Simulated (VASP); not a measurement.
VASP runs on CdS (space group P6_3mc) share one base input (PBE GGA, plane waves, VASP's PBE PAW potentials (set 64)) and change the settings named in each case.

POSCAR:
```
CdS
1
    4.1821720000     0.0000000000     0.0000000000
   -2.0910860000     3.6218670000     0.0000000000
    0.0000000000     0.0000000000    13.6913580000
Cd S
4 4
Direct
  0.0000000000   0.0000000000   0.0000000000
  0.0000000000   0.0000000000   0.5000000000
  0.6666670000   0.3333330000   0.7501800000
  0.3333330000   0.6666670000   0.2501800000
  0.0000000000   0.0000000000   0.8121600000
  0.0000000000   0.0000000000   0.3121600000
  0.6666670000   0.3333330000   0.5632900000
  0.3333330000   0.6666670000   0.0632900000
```

**INCAR**
```
SYSTEM = CdS
PREC = Accurate; ENCUT = 300; LREAL = F
LASPH = T
EDIFF = 1E-6; NELM = 100; ALGO = Normal
LMAXMIX = 4
ISMEAR = 0; SIGMA = 0.1
GGA = PE
ISIF = 2
LWAVE = F; LCHARG = F
```

### KPOINTS
```
Automatic mesh
0
Gamma
6 6 2
0 0 0
```

POTCAR, in this order: Cd S (PBE.64 set). Program: vasp_std.

| change | E(σ→0) (eV/atom) | pressure (GPa) |
|---|---|---|
| base run | -3.0702 | 0.42 |
| GGA removed, POTCAR Cd S (LDA.64 set) | -3.6743 | -4.41 |
| GGA_COMPAT = .FALSE., LNONCOLLINEAR = .TRUE., LSORBIT = .TRUE., MAGMOM = 0.0 0.0 0.0 0.0 0.0 0.0 0.0 0.0 0.0 0.0 0.0 0.0 0.0 0.0 0.0 0.0 0.0 0.0 0.0 0.0 0.0 0.0 0.0 0.0, program vasp_ncl | -3.0844 | 0.36 |
| KPOINTS 4×4×2 Γ-centred mesh | -3.0630 | [?] |

Task: What belongs in the gaps?

Result: 
- KPOINTS 4×4×2 Γ-centred mesh, pressure (GPa): 0.48

Energies of different potentials or functionals have different zeros.  At 300 eV the pressure can carry a Pulay error.

Left out are runs that ran out of time, are held back, or changed the cell or the kind of run, fixed moments of cells without a moment, rows past the twelfth, gaps on odd meshes, pressures of charged cells and columns that move by less than the noise.

The structure was generated: CdS was put into an ordered model structure, which need not be its known phase. The cell was not relaxed at this level, its lattice was scaled by up to 2.5 %.
